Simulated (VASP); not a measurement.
Output of a VASP run:

### OSZICAR
```
       N       E                     dE             d eps       ncg     rms          rms(c)
DAV:   1     0.336389129757E+03    0.33639E+03   -0.22237E+04   960   0.163E+03
DAV:   2    -0.217584753341E+02   -0.35815E+03   -0.35087E+03  1264   0.395E+02
DAV:   3    -0.413999183572E+02   -0.19641E+02   -0.19625E+02  1624   0.912E+01
DAV:   4    -0.418098898748E+02   -0.40997E+00   -0.40990E+00  1312   0.110E+01
DAV:   5    -0.418203030024E+02   -0.10413E-01   -0.10413E-01  1424   0.124E+00    0.294E+01
DAV:   6    -0.341853771159E+02    0.76349E+01   -0.48617E+01  1224   0.445E+01    0.133E+01
DAV:   7    -0.341347986788E+02    0.50578E-01   -0.35790E+00  1432   0.110E+01    0.763E+00
DAV:   8    -0.341071758652E+02    0.27623E-01   -0.32992E-01  1256   0.467E+00    0.726E-01
DAV:   9    -0.341058365071E+02    0.13394E-02   -0.54436E-02  1312   0.137E+00    0.446E-01
DAV:  10    -0.341071724787E+02   -0.13360E-02   -0.15230E-02  1320   0.110E+00    0.238E-01
DAV:  11    -0.341067714748E+02    0.40100E-03   -0.23982E-03  1224   0.418E-01    0.400E-02
DAV:  12    -0.341068083704E+02   -0.36896E-04   -0.13530E-04  1240   0.930E-02    0.323E-02
DAV:  13    -0.341068100955E+02   -0.17251E-05   -0.18569E-05  1448   0.352E-02    0.489E-03
DAV:  14    -0.341068105669E+02   -0.47143E-06   -0.23129E-06  1328   0.118E-02    0.352E-03
DAV:  15    -0.341068105294E+02    0.37488E-07   -0.57822E-07  1184   0.476E-03
   1 F= -.34106811E+02 E0= -.34106811E+02  d E =0.000000E+00
```

**OUTCAR**
```
------------------------ aborting loop because EDIFF is reached ----------------------------------------
  FORCE on cell =-STRESS in cart. coord.  units (eV):
  Direction    XX          YY          ZZ          XY          YZ          ZX
  --------------------------------------------------------------------------------------
  Total       -0.0015099     -0.0015099     -0.0015099     -0.0000000     -0.0000000      0.0000000
  in kB       -0.0323381     -0.0323381     -0.0323381     -0.0000000     -0.0000000      0.0000000
  external PRESSURE =      -0.0323381 kB  Pullay stress =       0.0000000 kB
  volume of cell :       74.81
      direct lattice vectors                 reciprocal lattice vectors
     4.213521221  0.000000000  0.000000000     0.237331189  0.000000000  0.000000000
     0.000000000  4.213521221  0.000000000     0.000000000  0.237331189  0.000000000
     0.000000000  0.000000000  4.213521221     0.000000000  0.000000000  0.237331189
 POSITION                                       TOTAL-FORCE (eV/Angst)
 -----------------------------------------------------------------------------------
      0.00000      0.00000      0.00000         0.000000      0.000000      0.000000
      2.10676      2.10676      2.10676         0.000000      0.000000      0.000000
      2.10676      0.00000      2.10676         0.000000      0.000000      0.000000
      0.00000      2.10676      2.10676         0.000000      0.000000      0.000000
      2.10676      2.10676      0.00000         0.000000      0.000000      0.000000
 -----------------------------------------------------------------------------------
    total drift:                                0.000000     -0.000000     -0.000000
  FREE ENERGIE OF THE ION-ELECTRON SYSTEM (eV)
  ---------------------------------------------------
  free  energy   TOTEN  =       -34.1068105294 eV

  energy  without entropy=      -34.1068105294  energy(sigma->0) =      -34.10681053

 total charge

# of ion       s       p       d       tot
------------------------------------------
    1        2.003   5.623   0.262   7.888
    2        2.196   6.079   1.407   9.681
    3        1.554   3.476   0.000   5.030
    4        1.554   3.476   0.000   5.030
    5        1.554   3.476   0.000   5.030
--------------------------------------------------
tot          8.861  22.130   1.669  32.661

 Electric field gradients after diagonalization (V/A^2)
 (convention: |V_zz| > |V_xx| > |V_yy|)
----------------------------------------------------------------------
 ion       V_xx      V_yy      V_zz     asymmetry (V_yy - V_xx)/ V_zz
----------------------------------------------------------------------
   1       0.000     0.000    -0.000       0.348
   2       0.000     0.000    -0.000       0.225
   3       7.724     7.724   -15.448       0.000
   4       7.724     7.724   -15.448       0.000
   5       7.724     7.724   -15.448       0.000
```
(Selected blocks of OUTCAR.)

**POSCAR**
```
BaZrO3
1
    4.2135212211     0.0000000000    -0.0000000000
   -0.0000000000     4.2135212211    -0.0000000000
    0.0000000000     0.0000000000     4.2135212211
Ba Zr O
1 1 3
Direct
  0.0000000000   0.0000000000   0.0000000000
  0.5000000000   0.5000000000   0.5000000000
  0.5000000000   0.0000000000   0.5000000000
  0.0000000000   0.5000000000   0.5000000000
  0.5000000000   0.5000000000   0.0000000000
```

### Question
Reconstruct the remaining input files.

### Answer
One answer among several that fit: the input of the run itself, rev-vdW-DF2, plane waves, VASP's PBE PAW potentials (set 64).

INCAR:
```
SYSTEM  =  BaZrO3
PREC  =  Accurate; ENCUT  =  520; LREAL  =  .FALSE.
LASPH  =  .TRUE.
EDIFF  =  1E-7; NELM  =  100; ALGO  =  Normal
LMAXMIX  =  4
ISMEAR  =  -5
GGA  =  MK; LUSE_VDW  =  .TRUE.; AGGAC  =  0.0
PARAM1  =  0.1234568; PARAM2  =  0.7114; ZAB_VDW  =  -1.8867
ISIF  =  2
LWAVE  =  .FALSE.; LCHARG  =  .TRUE.; LORBIT  =  11
NEDOS  =  601
LEFG  =  .TRUE.
```

File KPOINTS:
```
Automatic mesh
0
Gamma
6 6 6
0 0 0
```

POTCAR, in this order: Ba_sv Zr_sv O (PBE.64 set). Program: vasp_std.

The compound is BaZrO3 in the cubic perovskite structure. It was relaxed first.
